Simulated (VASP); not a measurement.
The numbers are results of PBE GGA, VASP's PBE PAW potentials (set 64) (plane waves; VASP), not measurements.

Input for VASP

### KPOINTS
```
Automatic mesh
0
Gamma
8 8 1
0 0 0
```

INCAR:
```
ALGO = Normal
EDIFF = 1E-8
ENCUT = 400
GGA = PE
IBRION = 8
ISIF = 2
ISMEAR = 0
LASPH = T
LCHARG = F
LEPSILON = T
LREAL = F
LWAVE = F
NELM = 100
NSW = 1
PREC = Accurate
SIGMA = 0.272
SYSTEM = B
```

POSCAR:
```
B
2.5099390
  1.0000000000   0.0000000000   0.0000000000
 -0.4999998008   0.8660254293   0.0000000000
  0.0000000000   0.0000000000   5.9164704800
B
2
Direct
  0.6666670000   0.3333330000   0.5286190000
  0.3333330000   0.6666670000   0.4713810000
```

POTCAR, in this order: B (PBE.64 set). Program: vasp_std.

The cell holds a wide vacuum, so values per volume refer to the whole cell.

Estimate the energy per atom (σ→0), largest force, band gap (on the k-mesh).

| Property | Result |
|---|---|
| energy per atom (σ→0) | -4.618 eV/atom |
| band gap (on the k-mesh) | none (metal, semimetal or under 0.01 eV) |
| largest force | 0.02620 Ha/bohr |

File OSZICAR:
```
...
RMM:   8    -0.564832640560E-01    0.68490E-05   -0.15266E-06   265   0.500E-03    0.725E-04
RMM:   9    -0.564852468720E-01   -0.19828E-05   -0.12358E-06   268   0.383E-03    0.307E-04
RMM:  10    -0.564827190567E-01    0.25278E-05   -0.61692E-08   263   0.102E-03    0.225E-04
RMM:  11    -0.564830906024E-01   -0.37155E-06   -0.20331E-07   280   0.140E-03    0.120E-04
RMM:  12    -0.564829326580E-01    0.15794E-06   -0.11113E-08   268   0.404E-04    0.501E-05
RMM:  13    -0.564829661138E-01   -0.33456E-07   -0.14304E-08   271   0.290E-04    0.306E-05
RMM:  14    -0.564829665537E-01   -0.43986E-09   -0.14981E-08   268   0.169E-04    0.744E-06
 Linear response finished
```

The cell is a sheet with vacuum, built from a generated structure.
